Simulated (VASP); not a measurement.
Crystal: Si2Ge.

```
CELL_PARAMETERS angstrom
4.94720 0.00000 0.00000
0.00000 4.94720 0.00000
0.00000 0.00000 4.37690
ATOMIC_POSITIONS crystal
Si 0.68464 0.68464 0.50000
Si 0.31536 0.31536 0.50000
Si 0.31536 0.68464 0.50000
Si 0.68464 0.31536 0.50000
Ge 0.00000 0.00000 0.74087
Ge 0.00000 0.00000 0.25913
```

The cell was built by a generator and needn't be a form met in nature.

```yaml
Program: VASP 6.6.1
Task: relaxation of cell and atoms
Functional: PBE
Potentials_or_basis: VASP PAW PBE potentials, release 64 (Si, Ge_d)
Cutoff: 520 eV
k_mesh: 4 × 4 × 4
Occupations: gaussian, width 0.15 eV
Spin: no spin polarisation
```

At the start: pressure 62.6 GPa; volume 17.85 Å³/atom.

How do energy, volume and symmetry change on relaxing?

Over 22 steps the energy falls by 2029.6 meV/atom and the volume is 26.48 Å³/atom (+48.3 %); space group P4/mmm (No. 123, to 0.05 Å).

The path:
| step | energy change (eV) | largest force (eV/Å) | pressure (GPa) | volume (Å³) |
| --- | --- | --- | --- | --- |
| 1 | 0.0000 | 15.9894 | 62.59 | 107.12 |
| 2 | -7.8618 | 9.5379 | -1.24 | 254.19 |
| 3 | -8.2267 | 8.6661 | -0.08 | 241.92 |
| 4 | -8.3845 | 8.1399 | -0.36 | 234.42 |
| 5 | -9.6587 | 2.7535 | 2.88 | 162.77 |
| 6 | -9.8695 | 1.7517 | 12.27 | 133.07 |
| 7 | -9.8763 | 1.3967 | 6.73 | 146.48 |
| 8 | -9.9060 | 1.5381 | 7.81 | 142.91 |
| 9 | -11.2382 | 0.7911 | -2.68 | 169.67 |
| 10 | -11.2441 | 0.7794 | -3.12 | 171.36 |
| 11 | -11.7537 | 0.7134 | -1.31 | 162.51 |
| 12 | -11.7487 | 1.9972 | 6.14 | 145.51 |
| 13 | -12.0014 | 0.1875 | -0.44 | 156.43 |
| 14 | -12.0358 | 0.6770 | 2.90 | 150.99 |
| 15 | -12.0574 | 0.3119 | 1.90 | 153.00 |
| 16 | -12.1405 | 0.5483 | 0.65 | 157.09 |
| 17 | -12.1411 | 0.5718 | 0.38 | 157.55 |
| 18 | -12.1755 | 0.1635 | 0.05 | 160.31 |
| 19 | -12.1775 | 0.1275 | 0.15 | 159.82 |
| 20 | -12.1774 | 0.0907 | -0.44 | 159.92 |
| 21 | -12.1775 | 0.1056 | -0.31 | 159.87 |
| 22 | -12.1778 | 0.0719 | 0.28 | 158.87 |

Final structure:
```yaml
crystal:
  lattice:
    - [5.14403, 0.00000, 0.00000]
    - [0.00000, 5.14403, 0.00000]
    - [0.00000, 0.00000, 6.00403]
  atoms:
    - { symbol: Si, position: [0.72825, 0.72825, 0.50000] }
    - { symbol: Si, position: [0.27175, 0.27175, 0.50000] }
    - { symbol: Si, position: [0.27175, 0.72825, 0.50000] }
    - { symbol: Si, position: [0.72825, 0.27175, 0.50000] }
    - { symbol: Ge, position: [0.00000, 0.00000, 0.77376] }
    - { symbol: Ge, position: [0.00000, 0.00000, 0.22624] }
```

Caveat: the volume moved by over 15 % at a fixed basis, so the end points are rough; the relaxation stopped at a loose force limit of 0.08 eV/Å, so its end isn't a converged minimum.
